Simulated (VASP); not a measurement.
All values below come from PBE GGA with D4 dispersion, VASP's PBE PAW potentials (set 64) (plane waves; VASP).

Input for VASP

INCAR:
```
SYSTEM  =  CuI
PREC  =  Accurate; ENCUT  =  520; LREAL  =  .False.
LASPH  =  .True.
EDIFF  =  1E-6; NELM  =  100; ALGO  =  Normal
LMAXMIX  =  4
ISMEAR  =  0; SIGMA  =  0.05
GGA  =  PE; IVDW  =  13
IBRION  =  2; NSW  =  60; ISIF  =  3
EDIFFG  =  -0.01
LWAVE  =  .False.; LCHARG  =  .False.
```

POSCAR:
```
CuI
1
    0.0000000000     3.0250000000     3.0250000000
    3.0250000000     0.0000000000     3.0250000000
    3.0250000000     3.0250000000     0.0000000000
Cu I
1 1
Direct
  0.0000000000   0.0000000000   0.0000000000
  0.2500000000   0.2500000000   0.2500000000
```

### KPOINTS
```
kpoints
0
gamma
  7 7 7
0 0 0
```

POTCAR, in this order: Cu I (PBE.64 set). Program: vasp_std.

Output

### OSZICAR
```
       N       E                     dE             d eps       ncg     rms          rms(c)
DAV:   1     0.110843806526E+03    0.11084E+03   -0.80019E+03   520   0.145E+03
DAV:   2     0.214913337127E+01   -0.10869E+03   -0.10184E+03   535   0.270E+02
DAV:   3    -0.550769096315E+01   -0.76568E+01   -0.75463E+01   700   0.831E+01
DAV:   4    -0.577555030538E+01   -0.26786E+00   -0.26766E+00   643   0.142E+01
DAV:   5    -0.578128827992E+01   -0.57380E-02   -0.57378E-02   742   0.202E+00    0.530E+00
DAV:   6    -0.570405282871E+01    0.77235E-01   -0.35482E+00   546   0.542E+01    0.343E+00
DAV:   7    -0.556049959557E+01    0.14355E+00   -0.79691E-01   555   0.322E+01    0.172E+00
DAV:   8    -0.556323878409E+01   -0.27392E-02   -0.50349E-02   775   0.382E+00    0.486E-01
DAV:   9    -0.556011161751E+01    0.31272E-02   -0.15157E-02   649   0.391E+00    0.149E-01
DAV:  10    -0.556028448231E+01   -0.17286E-03   -0.77386E-04   625   0.248E-01    0.648E-02
DAV:  11    -0.556031859607E+01   -0.34114E-04   -0.41250E-04   653   0.628E-01    0.349E-02
DAV:  12    -0.556031546934E+01    0.31267E-05   -0.35927E-05   820   0.124E-01    0.301E-02
DAV:  13    -0.556031370287E+01    0.17665E-05   -0.21112E-06   510   0.414E-02    0.171E-02
DAV:  14    -0.556031323426E+01    0.46861E-06   -0.11061E-05   787   0.898E-02    0.445E-03
DAV:  15    -0.556031335937E+01   -0.12512E-06   -0.10007E-06   295   0.858E-03
   1 F= -.62960924E+01 E0= -.62960924E+01  d E =-.629609E+01
       N       E                     dE             d eps       ncg     rms          rms(c)
DAV:   1    -0.607486029550E+01   -0.51455E+00   -0.81098E+00   520   0.708E+01    0.614E+00
DAV:   2    -0.587376405041E+01    0.20110E+00   -0.72990E+00   520   0.786E+01    0.305E+00
DAV:   3    -0.554756420841E+01    0.32620E+00   -0.14058E+00   570   0.484E+01    0.772E-01
DAV:   4    -0.554500050487E+01    0.25637E-02   -0.16756E-01   772   0.736E+00    0.690E-01
DAV:   5    -0.553812796542E+01    0.68725E-02   -0.29512E-02   695   0.529E+00    0.397E-01
DAV:   6    -0.553805255930E+01    0.75406E-04   -0.13993E-03   568   0.285E-01    0.307E-01
DAV:   7    -0.553760740809E+01    0.44515E-03   -0.12834E-03   789   0.128E+00    0.695E-02
DAV:   8    -0.553760056182E+01    0.68463E-05   -0.42958E-04   732   0.497E-01    0.460E-02
DAV:   9    -0.553759965838E+01    0.90344E-06   -0.69227E-06   684   0.321E-02
   2 F= -.63073338E+01 E0= -.63073338E+01  d E =-.112414E-01
       N       E                     dE             d eps       ncg     rms          rms(c)
DAV:   1    -0.554146946825E+01   -0.38689E-02   -0.14655E-01   520   0.978E+00    0.754E-01
DAV:   2    -0.553626150240E+01    0.52080E-02   -0.96520E-02   520   0.101E+01    0.322E-01
DAV:   3    -0.553264674535E+01    0.36148E-02   -0.19294E-02   520   0.498E+00    0.125E-01
DAV:   4    -0.553238475290E+01    0.26199E-03   -0.10916E-03   520   0.218E-01    0.501E-02
DAV:   5    -0.553236172406E+01    0.23029E-04   -0.79803E-05   675   0.284E-01    0.381E-02
DAV:   6    -0.553235596412E+01    0.57599E-05   -0.14443E-05   785   0.403E-02    0.172E-02
DAV:   7    -0.553235395267E+01    0.20115E-05   -0.38837E-06   566   0.678E-02    0.209E-03
DAV:   8    -0.553235389823E+01    0.54438E-07   -0.10340E-06   345   0.836E-03
   3 F= -.63067401E+01 E0= -.63067401E+01  d E =-.106477E-01
       N       E                     dE             d eps       ncg     rms          rms(c)
DAV:   1    -0.554013767154E+01   -0.77837E-02   -0.68866E-02   520   0.677E+00    0.502E-01
DAV:   2    -0.553759997155E+01    0.25377E-02   -0.41558E-02   520   0.681E+00    0.205E-01
DAV:   3    -0.553612861863E+01    0.14714E-02   -0.82282E-03   520   0.316E+00    0.877E-02
DAV:   4    -0.553599203106E+01    0.13659E-03   -0.45802E-04   575   0.204E-01    0.298E-02
DAV:   5    -0.553598439132E+01    0.76397E-05   -0.18464E-05   731   0.116E-01    0.247E-02
DAV:   6    -0.553598066830E+01    0.37230E-05   -0.46422E-06   747   0.311E-02    0.859E-03
DAV:   7    -0.553598012725E+01    0.54104E-06   -0.90106E-07   286   0.324E-02
   4 F= -.63071998E+01 E0= -.63071998E+01  d E =-.111074E-01
       N       E                     dE             d eps       ncg     rms          rms(c)
DAV:   1    -0.553711219735E+01   -0.11315E-02   -0.43252E-03   520   0.169E+00    0.127E-01
DAV:   2    -0.553695410927E+01    0.15809E-03   -0.26493E-03   520   0.170E+00    0.523E-02
DAV:   3    -0.553685876574E+01    0.95344E-04   -0.52584E-04   520   0.806E-01    0.219E-02
DAV:   4    -0.553685022621E+01    0.85395E-05   -0.30838E-05   560   0.458E-02    0.770E-03
DAV:   5    -0.553684956510E+01    0.66111E-06   -0.10824E-06   345   0.339E-02
   5 F= -.63072774E+01 E0= -.63072774E+01  d E =-.111850E-01
       N       E                     dE             d eps       ncg     rms          rms(c)
DAV:   1    -0.554894830733E+01   -0.12098E-01   -0.12704E-01   520   0.918E+00    0.681E-01
DAV:   2    -0.554421863224E+01    0.47297E-02   -0.75923E-02   520   0.922E+00    0.275E-01
DAV:   3    -0.554156155969E+01    0.26571E-02   -0.15006E-02   520   0.424E+00    0.120E-01
DAV:   4    -0.554130735631E+01    0.25420E-03   -0.84725E-04   590   0.291E-01    0.401E-02
DAV:   5    -0.554129422036E+01    0.13136E-04   -0.32198E-05   737   0.147E-01    0.337E-02
DAV:   6    -0.554128747544E+01    0.67449E-05   -0.87041E-06   800   0.426E-02    0.112E-02
DAV:   7    -0.554128658109E+01    0.89435E-06   -0.12779E-06   345   0.436E-02
   6 F= -.63074323E+01 E0= -.63074323E+01  d E =-.154911E-03
```

File OUTCAR:
```
------------------------ aborting loop because EDIFF is reached ----------------------------------------
  Edisp (eV):   -0.76615
  FORCE on cell =-STRESS in cart. coord.  units (eV):
  Direction    XX          YY          ZZ          XY          YZ          ZX
  --------------------------------------------------------------------------------------
  Total      -0.00704    -0.00704    -0.00704     0.00000     0.00000    -0.00000
  in kB      -0.21159    -0.21159    -0.21159     0.00000     0.00000    -0.00000
  external pressure =       -0.21 kB  Pullay stress =        0.00 kB
  volume of cell :       53.30
      direct lattice vectors                 reciprocal lattice vectors
    -0.000000000  2.987030785  2.987030785    -0.167390307  0.167390307  0.167390307
     2.987030785  0.000000000  2.987030785     0.167390307 -0.167390307  0.167390307
     2.987030785  2.987030785 -0.000000000     0.167390307  0.167390307 -0.167390307
  FREE ENERGIE OF THE ION-ELECTRON SYSTEM (eV)
  ---------------------------------------------------
  free  energy   TOTEN  =        -6.3074322621 eV

  energy  without entropy=       -6.3074322621  energy(sigma->0) =       -6.30743226

 reached required accuracy - stopping structural energy minimisation
```
(Selected blocks of OUTCAR.)

File CONTCAR:
```
CuI
   1.00000000000000
    -0.0000000000000000    2.9870307850628666    2.9870307850628666
     2.9870307850628666    0.0000000000000000    2.9870307850628666
     2.9870307850628666    2.9870307850628666   -0.0000000000000000
  Cu              I
     1     1
Direct
     1.0000000000000000    1.0000000000000000    1.0000000000000000
     0.2500000000000000    0.2500000000000000    0.2500000000000000
```

Energy and stress use the plane-wave basis of the starting cell.

The compound is CuI in the zinc blende structure. This run relaxes it. Symmetry was kept, so distortions that lower it aren't found.
